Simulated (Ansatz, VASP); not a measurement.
## Two plane-wave programs on GaGe

```xyz
2
Lattice="0.0000 2.9170 2.9170 2.9170 0.0000 2.9170 2.9170 2.9170 0.0000" Properties=species:S:1:pos:R:3 pbc="T T T"
Ge    0.0000    0.0000    0.0000
Ga    1.4585    1.4585    1.4585
```

The cell comes from a database or a generator and needn't be the stable form of this composition.

Alike in both runs: task single point; functional r2SCAN; k mesh 8 × 8 × 8; occupations fermi-dirac, width 0.05 eV; no spin polarisation.

|  | VASP | Ansatz |
| --- | --- | --- |
| version | VASP 6.6.1 | Ansatz 0.2.0 |
| potentials or method | VASP PAW PBE potentials, release 64 (Ge_d, Ga_d) | Ansatz PAW |
| plane-wave cutoff (eV) | 520 | 500 |
| valence electrons in the cell | 27 | 27 |

|  | VASP | Ansatz | Ansatz less VASP |
| --- | --- | --- | --- |
| gap on the k mesh at the Fermi level (eV) | none | none | - |
| pressure (GPa) | -3.1 | -3.1 | +0.01 |

A gap of «none» marks a metal or a gap that the smearing closes.

Caveats: the PAW data sets were made with another functional, which shifts forces and pressure a little (VASP); the PAW data sets come from PBE, with cores solved anew for the run's functional, which leaves a small shift of forces and pressure (Ansatz).
